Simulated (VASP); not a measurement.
Given:

```
CELL_PARAMETERS angstrom
      0.00000     3.03618     3.03618
      3.03618     0.00000     3.03618
      3.03618     3.03618     0.00000
ATOMIC_POSITIONS crystal
  Pb 0.00000 0.00000 0.00000
  F  0.25000 0.25000 0.25000
  F  0.75000 0.75000 0.75000
```

These are vdW-DF2, VASP's PBE PAW potentials (set 64) (plane waves; VASP 6.6.1) values and carry that method's errors. Run with 520 eV cut-off, 7×7×7 Γ-centred mesh, tetrahedra with Blöchl corrections, potentials Pb_d F.

### Question
Predict the energy per atom (σ→0).

### Answer

The energy per atom (σ→0) is -2.685 eV/atom.

Total energies compare only between runs with the same potentials, cut-off and functional.

The compound is PbF2 in the fluorite structure, the β form. It was relaxed first, which changed the volume by +7 %.
